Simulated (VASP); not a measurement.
Given:

```
SrTe
1.0
    0.00000     3.33271     3.33271
    3.33271     0.00000     3.33271
    3.33271     3.33271     0.00000
Sr Te
1 1
Direct
  0.00000   0.00000   0.00000
  0.50000   0.50000   0.50000
```

Level of theory: PBE GGA with D3 dispersion (zero damping), VASP's PBE PAW potentials (set 64) (plane waves; VASP). Run with 520 eV cut-off, Gaussian smearing of 0.050 eV, potentials Sr_sv Te.

Unless said otherwise, spin-orbit coupling is left out, though it shifts the bands of the heavy elements here.

Problem. Give the energies of bands 6 to 11 at the high-symmetry points, in eV from the valence-band maximum.

Solution. 
| band | Γ | X | U | L | W |
|---|---|---|---|---|---|
| 6 | 0.00 | -1.98 | -1.78 | -2.83 | -1.57 |
| 7 | 0.00 | -0.74 | -1.75 | -1.11 | -1.57 |
| 8 | 0.00 | -0.74 | -0.96 | -1.11 | -1.52 |
| 9 | 2.84 | 1.70 | 2.80 | 3.87 | 3.92 |
| 10 | 3.27 | 3.90 | 4.93 | 5.16 | 3.92 |
| 11 | 3.27 | 4.82 | 5.52 | 5.34 | 4.47 |

The gap is indirect, 1.70 eV, from the valence maximum at Γ to the conduction minimum at X.

The compound is SrTe in the rock salt structure. It was relaxed first.
